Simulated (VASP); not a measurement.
An input for Quantum ESPRESSO's pw.x (written as the equivalent of a VASP run, and not itself run):

```
&CONTROL
  calculation = 'vc-relax'
  pseudo_dir = './pseudo'
  outdir = './out'
  tprnfor = .true.
  tstress = .true.
  nstep = 60
  forc_conv_thr = 0.00078
/
&SYSTEM
  ibrav = 0
  nat = 3
  ntyp = 1
  ecutwfc = 96
  occupations = 'smearing'
  smearing = 'methfessel-paxton'
  degauss = 0.00735
  input_dft = 'pbesol'
  nspin = 2
  starting_magnetization(1) = 0.4
/
&ELECTRONS
  conv_thr = 7.3e-08
  electron_maxstep = 100
/
&IONS
/
&CELL
/
ATOMIC_SPECIES
  Mn 54.938 Mn.upf
CELL_PARAMETERS angstrom
     3.8473513   -0.0000000   -0.0000000
    -1.9236757    3.3319041    0.0000000
    -0.0000000    0.0000000    2.4184630
ATOMIC_POSITIONS crystal
  Mn   0.0000000  0.0000000  0.0000000
  Mn   0.3333330  0.6666670  0.5000000
  Mn   0.6666670  0.3333330  0.5000000
K_POINTS automatic
  8 8 11 0 0 0
```

Question: Write the VASP files for the same calculation (PBEsol).

Answer: One answer among several that fit: 
KPOINTS:
```
Automatic mesh
0
Gamma
8 8 11
0 0 0
```

**INCAR**
```
SYSTEM = Mn
PREC = Accurate; ENCUT = 400; LREAL = .FALSE.
LASPH = .TRUE.
EDIFF = 1E-6; NELM = 100; ALGO = Normal
LMAXMIX = 4
ISMEAR = 1; SIGMA = 0.1
GGA = PS
ISPIN = 2; MAGMOM = 3*4.0
IBRION = 2; NSW = 60; ISIF = 3
EDIFFG = -0.02
LWAVE = .FALSE.; LCHARG = .FALSE.; LORBIT = 10
```

### POSCAR
```
Mn
1
    3.8473513254    -0.0000000000    -0.0000000000
   -1.9236756627     3.3319041043     0.0000000000
   -0.0000000000     0.0000000000     2.4184629654
Mn
3
Direct
  0.0000000000   0.0000000000   0.0000000000
  0.3333330000   0.6666670000   0.5000000000
  0.6666670000   0.3333330000   0.5000000000
```

POTCAR, in this order: Mn_pv (PBE.64 set). Program: vasp_std.

Limits of the translation: the potentials are each code's own (VASP's PAW set, PseudoDojo norm-conserving files in pw.x), so ENCUT and ecutwfc are chosen apart and not converted; conv_thr bounds pw.x's estimated SCF error, while EDIFF bounds the energy change between steps; starting_magnetization is a fraction of the valence charge and MAGMOM a moment in μB, so they match only roughly; forc_conv_thr acts on force components and is met together with etot_conv_thr.

The structure was generated: Mn was put into the omega type (P6/mmm), which need not be its known phase. This run relaxes it. Symmetry was kept, so distortions that lower it aren't found. The start is the result of an earlier pass.
